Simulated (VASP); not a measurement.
```yaml
crystal:
  lattice:
    - [0.00000, 2.57000, 2.57000]
    - [2.57000, 0.00000, 2.57000]
    - [2.57000, 2.57000, 0.00000]
  atoms:
    - { symbol: Be, position: [0.00000, 0.00000, 0.00000] }
    - { symbol: Se, position: [0.25000, 0.25000, 0.25000] }
```

Level of theory: G0W0 on PBE orbitals, VASP's PBE PAW potentials (set 64) (plane waves; VASP). Settings: PREC = Normal, 500 eV cut-off, 4×4×4 Γ-centred mesh, Gaussian smearing of 0.010 eV, potentials Be_sv_GW Se_GW.

The mesh is coarse and the basis finite, so the quasiparticle values are not converged.

NBANDS = 160, ENCUTGW = 200 eV, NOMEGA = 64. The PBE levels (eV) that the step starts from are:

```json
[
 {"state": "k1 (0.00, 0.00, 0.00), band 2", "KS energy": "-10.53", "filling": "2"},
 {"state": "k1 (0.00, 0.00, 0.00), band 3", "KS energy": "3.26", "filling": "2"},
 {"state": "k1 (0.00, 0.00, 0.00), band 4", "KS energy": "3.26", "filling": "2"},
 {"state": "k1 (0.00, 0.00, 0.00), band 5", "KS energy": "3.26", "filling": "2"},
 {"state": "k1 (0.00, 0.00, 0.00), band 6", "KS energy": "7.67", "filling": "0"},
 {"state": "k1 (0.00, 0.00, 0.00), band 7", "KS energy": "8.24", "filling": "0"},
 {"state": "k1 (0.00, 0.00, 0.00), band 8", "KS energy": "8.24", "filling": "0"},
 {"state": "k1 (0.00, 0.00, 0.00), band 9", "KS energy": "8.24", "filling": "0"},
 {"state": "k2 (0.25, 0.00, 0.00), band 2", "KS energy": "-9.96", "filling": "2"},
 {"state": "k2 (0.25, 0.00, 0.00), band 3", "KS energy": "-0.14", "filling": "2"},
 {"state": "k2 (0.25, 0.00, 0.00), band 4", "KS energy": "2.63", "filling": "2"},
 {"state": "k2 (0.25, 0.00, 0.00), band 5", "KS energy": "2.63", "filling": "2"},
 {"state": "k2 (0.25, 0.00, 0.00), band 6", "KS energy": "7.77", "filling": "0"},
 {"state": "k2 (0.25, 0.00, 0.00), band 7", "KS energy": "9.14", "filling": "0"},
 {"state": "k2 (0.25, 0.00, 0.00), band 8", "KS energy": "9.14", "filling": "0"},
 {"state": "k2 (0.25, 0.00, 0.00), band 9", "KS energy": "11.63", "filling": "0"},
 {"state": "k6 (-0.25, 0.25, 0.00), band 2", "KS energy": "-9.25", "filling": "2"},
 {"state": "k6 (-0.25, 0.25, 0.00), band 3", "KS energy": "-1.20", "filling": "2"},
 {"state": "k6 (-0.25, 0.25, 0.00), band 4", "KS energy": "0.12", "filling": "2"},
 {"state": "k6 (-0.25, 0.25, 0.00), band 5", "KS energy": "2.10", "filling": "2"},
 {"state": "k6 (-0.25, 0.25, 0.00), band 6", "KS energy": "8.33", "filling": "0"},
 {"state": "k6 (-0.25, 0.25, 0.00), band 7", "KS energy": "10.33", "filling": "0"},
 {"state": "k6 (-0.25, 0.25, 0.00), band 8", "KS energy": "10.77", "filling": "0"},
 {"state": "k6 (-0.25, 0.25, 0.00), band 9", "KS energy": "11.63", "filling": "0"}
]
```

Q: Give the quasiparticle energies and renormalisation factors Z.

A: 
```json
[
 {"state": "k1 (0.00, 0.00, 0.00), band 2", "QP energy (eV)": "-11.96", "Z": "0.75"},
 {"state": "k1 (0.00, 0.00, 0.00), band 3", "QP energy (eV)": "2.22", "Z": "0.79"},
 {"state": "k1 (0.00, 0.00, 0.00), band 4", "QP energy (eV)": "2.22", "Z": "0.79"},
 {"state": "k1 (0.00, 0.00, 0.00), band 5", "QP energy (eV)": "2.22", "Z": "0.79"},
 {"state": "k1 (0.00, 0.00, 0.00), band 6", "QP energy (eV)": "8.21", "Z": "0.80"},
 {"state": "k1 (0.00, 0.00, 0.00), band 7", "QP energy (eV)": "8.76", "Z": "0.79"},
 {"state": "k1 (0.00, 0.00, 0.00), band 8", "QP energy (eV)": "8.76", "Z": "0.79"},
 {"state": "k1 (0.00, 0.00, 0.00), band 9", "QP energy (eV)": "8.76", "Z": "0.79"},
 {"state": "k2 (0.25, 0.00, 0.00), band 2", "QP energy (eV)": "-11.32", "Z": "0.75"},
 {"state": "k2 (0.25, 0.00, 0.00), band 3", "QP energy (eV)": "-1.35", "Z": "0.78"},
 {"state": "k2 (0.25, 0.00, 0.00), band 4", "QP energy (eV)": "1.57", "Z": "0.79"},
 {"state": "k2 (0.25, 0.00, 0.00), band 5", "QP energy (eV)": "1.57", "Z": "0.79"},
 {"state": "k2 (0.25, 0.00, 0.00), band 6", "QP energy (eV)": "8.24", "Z": "0.80"},
 {"state": "k2 (0.25, 0.00, 0.00), band 7", "QP energy (eV)": "9.68", "Z": "0.79"},
 {"state": "k2 (0.25, 0.00, 0.00), band 8", "QP energy (eV)": "9.68", "Z": "0.79"},
 {"state": "k2 (0.25, 0.00, 0.00), band 9", "QP energy (eV)": "12.19", "Z": "0.78"},
 {"state": "k6 (-0.25, 0.25, 0.00), band 2", "QP energy (eV)": "-10.52", "Z": "0.75"},
 {"state": "k6 (-0.25, 0.25, 0.00), band 3", "QP energy (eV)": "-2.49", "Z": "0.77"},
 {"state": "k6 (-0.25, 0.25, 0.00), band 4", "QP energy (eV)": "-1.09", "Z": "0.78"},
 {"state": "k6 (-0.25, 0.25, 0.00), band 5", "QP energy (eV)": "1.01", "Z": "0.79"},
 {"state": "k6 (-0.25, 0.25, 0.00), band 6", "QP energy (eV)": "8.77", "Z": "0.80"},
 {"state": "k6 (-0.25, 0.25, 0.00), band 7", "QP energy (eV)": "10.91", "Z": "0.78"},
 {"state": "k6 (-0.25, 0.25, 0.00), band 8", "QP energy (eV)": "11.23", "Z": "0.79"},
 {"state": "k6 (-0.25, 0.25, 0.00), band 9", "QP energy (eV)": "12.17", "Z": "0.78"}
]
```
On the mesh the gap opens from 2.59 to 3.89 eV.

The compound is BeSe in the zinc blende structure. The cell was not relaxed at this level. The k-mesh is coarse (spacing up to 0.53 per Å, 2π included), so the numbers may not be converged in it.
